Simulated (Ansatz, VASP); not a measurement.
# Two plane-wave programs on KMgI3

POSCAR

```
KMgI3
1.0
    5.7551267803      0.0000000000      0.0000000000
    0.0000000000      5.7551267803      0.0000000000
    0.0000000000      0.0000000000      5.7551267803
K Mg I
1 1 3
Direct
    0.0000000000      0.0000000000      0.0000000000
    0.5000000000      0.5000000000      0.5000000000
    0.5000000000      0.5000000000      0.0000000000
    0.5000000000      0.0000000000      0.5000000000
    0.0000000000      0.5000000000      0.5000000000
```

File INCAR.step1:

```
PREC = Accurate
ENCUT = 520
ISMEAR = 0
SIGMA = 0.01
LREAL = F
LASPH = T
NELM = 100
NBANDS = 24
GGA = PE
ALGO = Normal
EDIFF = 1E-4
LWAVE = T
LCHARG = F
```

Contents of INCAR.step2:

```
PREC = Accurate
ENCUT = 520
EDIFF = 1E-6
ISMEAR = 0
SIGMA = 0.01
LREAL = F
LASPH = T
NELM = 100
ALGO = Normal
ISIF = 2
LWAVE = F
LCHARG = F
METAGGA = R2SCAN
LMIXTAU = T
NBANDS = 24
ISTART = 1
```

KPOINTS

```
regular mesh
0
Gamma
  4 4 4
```

Input for Ansatz:

```yaml
crystal:
  lattice:
    - [5.7551267803, 0.0, 0.0]
    - [0.0, 5.7551267803, 0.0]
    - [0.0, 0.0, 5.7551267803]
  atoms:
    - { symbol: K, position: [0.0, 0.0, 0.0] }
    - { symbol: Mg, position: [0.5, 0.5, 0.5] }
    - { symbol: I, position: [0.5, 0.5, 0.0] }
    - { symbol: I, position: [0.5, 0.0, 0.5] }
    - { symbol: I, position: [0.0, 0.5, 0.5] }
kpoints:
  mp_grid: { grid: [4, 4, 4] }
hamiltonian:
  xc: r2scan
scf:
  occupations: { method: fixed }
  n_extra_bands: 5
output:
  forces: true
  stress: true
  eigenvalues: true
```

Alike in both runs: task single point; functional r2SCAN; k mesh 4 × 4 × 4; no spin polarisation.

```csv
,VASP,Ansatz
version,VASP 6.6.1,Ansatz 0.2.0
potentials or method,"VASP PAW PBE potentials, release 64 (K_sv, Mg, I)","plane waves, PAW"
plane-wave cutoff (eV),520,500
occupations,"gaussian, width 0.01 eV",fixed
valence electrons in the cell,32,70
```

```tsv
	VASP	Ansatz	Ansatz less VASP
gap on the k mesh at the Fermi level (eV)	1.87	1.91	+0.039
pressure (GPa)	0.6	0.7	+0.08
```

The two sets of potentials don't hold the same shells in valence.

Caveats: the PAW data sets were made with another functional, which shifts forces and pressure a little (VASP); spin-orbit coupling is left out, which moves the levels of the heavy elements. r2SCAN opens gaps a little over a GGA but as a rule still falls short of measured ones. A k mesh can miss the band edges.
